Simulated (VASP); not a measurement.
Level of theory: PBE GGA + U (Dudarev), VASP's PBE PAW potentials (set 64) (plane waves; VASP).

The input files of a VASP run:

**POSCAR**
```
NiO
1
    4.2636000000     2.1318000000     2.1318000000
    2.1318000000     4.2636000000     2.1318000000
    2.1318000000     2.1318000000     4.2636000000
Ni O
2 2
Direct
  0.0000000000   0.0000000000   0.0000000000
  0.5000000000   0.5000000000   0.5000000000
  0.2500000000   0.2500000000   0.2500000000
  0.7500000000   0.7500000000   0.7500000000
```

File KPOINTS:
```
Automatic mesh
0
Gamma
8 8 8
0 0 0
```

**INCAR**
```
PREC = Accurate
ISIF = 2
LDAU = T
LDAUTYPE = 2   # Dudarev
ISMEAR = 0
LDAUJ = 0 0
ENCUT = 520   # plane-wave cut-off (eV)
NELM = 100
LDAUPRINT = 1
LMAXMIX = 4
LREAL = F   # projection in real space or not
EDIFF = 1E-6   # SCF stop (eV)
LASPH = T   # aspherical one-centre terms
SYSTEM = NiO
MAGMOM = 2.0 -2.0 0.0 0.0
LDAUL = 2 -1
GGA = PE   # PBE
LCHARG = F
LWAVE = F
ISPIN = 2   # spin-polarised
LORBIT = 10
LDAUU = 1.0 0
ALGO = Normal
SIGMA = 0.05
```

POTCAR, in this order: Ni O (PBE.64 set). Program: vasp_std.

Question: Estimate the energy per atom (σ→0), cell moment, pressure.

Answer: 
The energy per atom (σ→0) is -5.694 eV/atom and the cell moment comes out as 0.00 μB. The pressure is -8.54 GPa.

OSZICAR:
```
...
DAV:  11    -0.227737329485E+02    0.20776E-02   -0.11028E-02  8576   0.294E+00    0.117E-01
DAV:  12    -0.227741460741E+02   -0.41313E-03   -0.40053E-03  6928   0.696E-01    0.736E-02
DAV:  13    -0.227741249143E+02    0.21160E-04   -0.12124E-04  6600   0.127E-01    0.430E-02
DAV:  14    -0.227741373883E+02   -0.12474E-04   -0.19473E-04  6872   0.132E-01    0.306E-02
DAV:  15    -0.227741315889E+02    0.57994E-05   -0.15325E-05  6304   0.515E-02    0.189E-02
DAV:  16    -0.227741300101E+02    0.15788E-05   -0.22813E-05  6492   0.582E-02    0.385E-03
DAV:  17    -0.227741300085E+02    0.16657E-08   -0.89127E-07  2808   0.142E-02
   1 F= -.22774130E+02 E0= -.22774130E+02  d E =-.129762E-15  mag=     0.0000
```

The compound is NiO in the rock salt, AFM-II order structure. The cell was not relaxed at this level. The run is one of a series of settings (LDAU = .TRUE., LDAUJ = 0 0, LDAUL = 2 -1, LDAUTYPE = 2, LDAUU = 1.0 0 against the base run), some of them coarse on purpose.
